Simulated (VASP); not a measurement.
The system is RhN.

```
Rh N
1.0
     2.66640    0.00000    0.00000
     0.00000    2.66640    0.00000
     0.00000    0.00000    2.66640
Rh N
1 1
Direct
  0.00000 0.00000 0.00000
  0.50000 0.50000 0.50000
```

The cell comes from a database or a generator and needn't be the stable form of this composition.

| Item | Value |
| --- | --- |
| Program | VASP 6.6.1 |
| Task | relaxation of cell and atoms |
| Functional | PBE |
| Potentials or basis | VASP PAW PBE potentials, release 64 (Rh_pv, N) |
| Cutoff | 600 eV |
| k mesh | 10 × 10 × 10 |
| Occupations | fermi-dirac, width 0.05 eV |
| Spin | no spin polarisation |

At the start: pressure 14.1 GPa; volume 9.48 Å³/atom.

**Question.** Where does the relaxation end?

**Answer.** Over 3 steps the energy falls by 19.4 meV/atom and the volume is 9.95 Å³/atom (+4.9 %); space group Pm-3m (No. 221, to 0.05 Å).

Step by step:
| step | energy change (eV) | largest force (eV/Å) | pressure (GPa) | volume (Å³) |
| --- | --- | --- | --- | --- |
| 1 | 0.0000 | 0.0000 | 14.14 | 18.96 |
| 2 | 0.0399 | 0.0000 | -16.01 | 21.35 |
| 3 | -0.0388 | 0.0000 | -0.22 | 19.89 |

Final structure:
```cif
data_structure
_symmetry_space_group_name_H-M 'P 1'
_symmetry_Int_Tables_number 1
_cell_length_a 2.7096
_cell_length_b 2.7096
_cell_length_c 2.7096
_cell_angle_alpha 90.000
_cell_angle_beta 90.000
_cell_angle_gamma 90.000
_cell_volume 19.89
loop_
_atom_site_label
_atom_site_type_symbol
_atom_site_fract_x
_atom_site_fract_y
_atom_site_fract_z
_atom_site_occupancy
Rh1 Rh 0.00000 0.00000 0.00000 1
N1 N 0.50000 0.50000 0.50000 1
```
